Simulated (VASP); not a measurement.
Method: PBEsol GGA, VASP's PBE PAW potentials (set 64) (plane waves; VASP).

VASP input:

**KPOINTS**
```
Automatic mesh
0
Gamma
12 12 9
0 0 0
```

File POSCAR:
```
HfB2
1
    1.4983425016    -2.5952056652     0.0000000000
    1.4983425016     2.5952056652     0.0000000000
    0.0000000000    -0.0000000000     3.2897288106
Hf B
1 2
Direct
  0.0000000000   0.0000000000   0.0000000000
  0.3333330000   0.6666670000   0.5000000000
  0.6666670000   0.3333330000   0.5000000000
```

INCAR:
```
! general
SYSTEM  = HfB2
PREC    = Accurate
ENCUT   = 620   ! plane-wave cut-off (eV)
LREAL   = .False.
LASPH   = .True.   ! aspherical one-centre terms

! electronic loop
EDIFF   = 1E-6   ! SCF stop (eV)
NELM    = 100
ALGO    = Normal   ! blocked Davidson
LMAXMIX = 6

! smearing
ISMEAR  = 1   ! Methfessel-Paxton
SIGMA   = 0.1   ! width (eV)

! functional
GGA     = PS

! ions
IBRION  = 2
NSW     = 40   ! most ionic steps
ISIF    = 3   ! ions, shape and volume
EDIFFG  = -0.02   ! ionic stop
PSTRESS = 450   ! kbar

! output
LWAVE   = .False.
LCHARG  = .False.
```

POTCAR, in this order: Hf_pv B (PBE.64 set). Program: vasp_std.

The run wrote:

OSZICAR:
```
       N       E                     dE             d eps       ncg     rms          rms(c)
DAV:   1     0.347901984573E+02    0.34790E+02   -0.94919E+03  2280   0.149E+03
DAV:   2    -0.279492261529E+02   -0.62739E+02   -0.58682E+02  2852   0.272E+02
DAV:   3    -0.298132189642E+02   -0.18640E+01   -0.18370E+01  2972   0.349E+01
DAV:   4    -0.298254568989E+02   -0.12238E-01   -0.12224E-01  2708   0.304E+00
DAV:   5    -0.298255507924E+02   -0.93893E-04   -0.93846E-04  2912   0.226E-01    0.693E+01
DAV:   6    -0.275686431271E+02    0.22569E+01   -0.47317E+00  2684   0.157E+01    0.490E+01
DAV:   7    -0.275292772357E+02    0.39366E-01   -0.20314E+00  2816   0.105E+01    0.108E+01
DAV:   8    -0.274180173125E+02    0.11126E+00   -0.69566E-01  2652   0.629E+00    0.209E+00
DAV:   9    -0.274122474025E+02    0.57699E-02   -0.42735E-02  2612   0.175E+00    0.302E-01
DAV:  10    -0.274121462509E+02    0.10115E-03   -0.11023E-03  2800   0.314E-01    0.386E-01
DAV:  11    -0.274121472732E+02   -0.10223E-05   -0.64042E-05  2716   0.680E-02    0.124E-01
DAV:  12    -0.274121452365E+02    0.20367E-05   -0.37787E-06  2728   0.175E-02    0.312E-02
DAV:  13    -0.274121453938E+02   -0.15735E-06   -0.17820E-07  1536   0.420E-03
   1 F= -.20226349E+02 E0= -.20226403E+02  d E =-.202263E+02
       N       E                     dE             d eps       ncg     rms          rms(c)
DAV:   1    -0.274265154275E+02   -0.14370E-01   -0.92675E-03  2400   0.932E-01    0.259E-01
DAV:   2    -0.274263547589E+02    0.16067E-03   -0.31138E-04  2672   0.181E-01    0.884E-02
DAV:   3    -0.274262989621E+02    0.55797E-04   -0.12020E-04  2724   0.101E-01    0.732E-02
DAV:   4    -0.274262960147E+02    0.29474E-05   -0.58351E-06  2796   0.229E-02    0.627E-02
DAV:   5    -0.274262939184E+02    0.20963E-05   -0.23689E-06  2452   0.107E-02    0.170E-02
DAV:   6    -0.274262936819E+02    0.23648E-06   -0.16054E-07  1196   0.318E-03
   2 F= -.20226321E+02 E0= -.20226380E+02  d E =0.285141E-04
       N       E                     dE             d eps       ncg     rms          rms(c)
DAV:   1    -0.274184639411E+02    0.78300E-02   -0.29228E-03  2404   0.523E-01    0.147E-01
DAV:   2    -0.274184142805E+02    0.49661E-04   -0.97664E-05  2648   0.101E-01    0.505E-02
DAV:   3    -0.274183975249E+02    0.16756E-04   -0.37753E-05  2744   0.565E-02    0.415E-02
DAV:   4    -0.274183969156E+02    0.60927E-06   -0.17392E-06  2076   0.128E-02
   3 F= -.20226386E+02 E0= -.20226443E+02  d E =-.373285E-04
```

OUTCAR:
```
------------------------ aborting loop because EDIFF is reached ----------------------------------------
  FORCE on cell =-STRESS in cart. coord.  units (eV):
  Direction    XX          YY          ZZ          XY          YZ          ZX
  --------------------------------------------------------------------------------------
  Total        7.1820951      7.1820971      7.1468765      0.0000000     -0.0000000      0.0000000
  in kB      449.3795986    449.3797228    447.1759863      0.0000000     -0.0000000      0.0000000
  external PRESSURE =      -1.3548974 kB  Pullay stress =     450.0000000 kB
  volume of cell :       25.61
      direct lattice vectors                 reciprocal lattice vectors
     1.499110257 -2.596535490 -0.000000000     0.333531171 -0.192564285 -0.000000000
     1.499110257  2.596535490  0.000000000     0.333531171  0.192564285 -0.000000000
     0.000000000  0.000000000  3.289202029     0.000000000 -0.000000000  0.304025107
 POSITION                                       TOTAL-FORCE (eV/Angst)
 -----------------------------------------------------------------------------------
      0.00000     -0.00000      3.28920        -0.000000      0.000000     -0.000000
      1.49911      0.86551      1.64460         0.000000      0.000000     -0.000000
      1.49911     -0.86551      1.64460        -0.000000     -0.000000      0.000000
 -----------------------------------------------------------------------------------
    total drift:                                0.000000     -0.000000      0.000000
  FREE ENERGIE OF THE ION-ELECTRON SYSTEM (eV)
  ---------------------------------------------------
  free  energy   TOTEN  =       -27.4183969156 eV

  energy  without entropy=      -27.4185668906  energy(sigma->0) =      -27.41845357
  enthalpy is  TOTEN    =       -20.2263863754 eV   P V=        7.1920105402

 reached required accuracy - stopping structural energy minimisation
```
(Selected blocks of OUTCAR.)

CONTCAR:
```
HfB2
   1.00000000000000
     1.4991102570588342   -2.5965354901200031   -0.0000000000000000
     1.4991102570588342    2.5965354901200031    0.0000000000000000
     0.0000000000000000    0.0000000000000000    3.2892020289425643
  Hf              B
     1     2
Direct
     0.0000000000000000    0.0000000000000000    1.0000000000000000
     0.3333330000000032    0.6666669999999968    0.5000000000000000
     0.6666669999999968    0.3333330000000032    0.5000000000000000
```

OUTCAR:
```
 val. band max:        8.8564097516   @ k =   0.1667   0.1667   0.1111

 cond. band min:       8.9452069684   @ k =   0.1667   0.1667   0.2222


 Fermi energy:         8.8972858943

 k-point     1 :       0.0000    0.0000    0.0000
  band No.  band energies     occupation
      1     -21.3605      2.00000
      2     -20.6410      2.00000
      3     -20.6410      2.00000
      4      -5.7803      2.00000
      5       5.3507      2.00000
      6       5.4631      2.00000
      7       5.4632      2.00000
      8       6.2251      2.00000
      9      13.5358      0.00000
     10      13.5358      0.00000
     11      14.3769      0.00000
     12      14.3783      0.00000

 k-point     2 :       0.0833    0.0000    0.0000
  band No.  band energies     occupation
      1     -21.3452      2.00000
      2     -20.7334      2.00000
      3     -20.6607      2.00000
      4      -5.6028      2.00000
      5       5.0481      2.00000
      6       5.4835      2.00000
      7       5.5231      2.00000
      8       6.0252      2.00000
      9      12.9297      0.00000
     10      13.4038      0.00000
     11      13.4135      0.00000
     12      13.7799      0.00000

 k-point     3 :       0.1667    0.0000    0.0000
  band No.  band energies     occupation
      1     -21.3033      2.00000
      2     -20.9784      2.00000
      3     -20.7142      2.00000
      4      -5.1001      2.00000
      5       4.0550      2.00000
      6       5.5028      2.00000
      7       5.5480      2.00000
      8       5.9250      2.00000
      9      11.6911      0.00000
     10      13.0402      0.00000
     11      13.0679      0.00000
     12      13.9123      0.00000

 k-point     4 :       0.2500    0.0000    0.0000
  band No.  band energies     occupation
      1     -21.2966      2.00000
      2     -21.2454      2.00000
      3     -20.7863      2.00000
      4      -4.3429      2.00000
      5       2.8482      2.00000
      6       5.0062      2.00000
...
```

Unless said otherwise, spin-orbit coupling is left out, though it shifts the bands of the heavy elements here.

The compound is HfB2 in the AlB2 type structure. This run relaxes it under an external pressure of 45 GPa. Symmetry was kept, so distortions that lower it aren't found.
